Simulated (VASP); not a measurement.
Consider the following.

```
ZnS
1.0
    0.00000     2.66516     2.66516
    2.66516     0.00000     2.66516
    2.66516     2.66516     0.00000
Zn S
1 1
Direct
  0.00000   0.00000   0.00000
  0.25000   0.25000   0.25000
```

The numbers are results of PBE GGA with D3 dispersion (zero damping), VASP's PBE PAW potentials (set 64) (plane waves; VASP), not measurements. Numerical set-up: 520 eV cut-off, 9×9×9 Γ-centred mesh, Gaussian smearing of 0.050 eV, potentials Zn S.

**Question.** What does the run give for the energy per atom (σ→0), pressure, band gap (on the k-mesh) with the smallest direct gap where there is one?

**Answer.** 
- band gap (on the k-mesh) = 2.30 eV
- smallest direct gap (on the k-mesh) = 2.30 eV
- energy per atom (σ→0) = -3687 meV/atom
- pressure = 2.59 GPa

Total energies compare only between runs with the same potentials, cut-off and functional.

The compound is ZnS in the zinc blende structure. This cell is one point of a volume scan, at 0.97 of the reference volume.
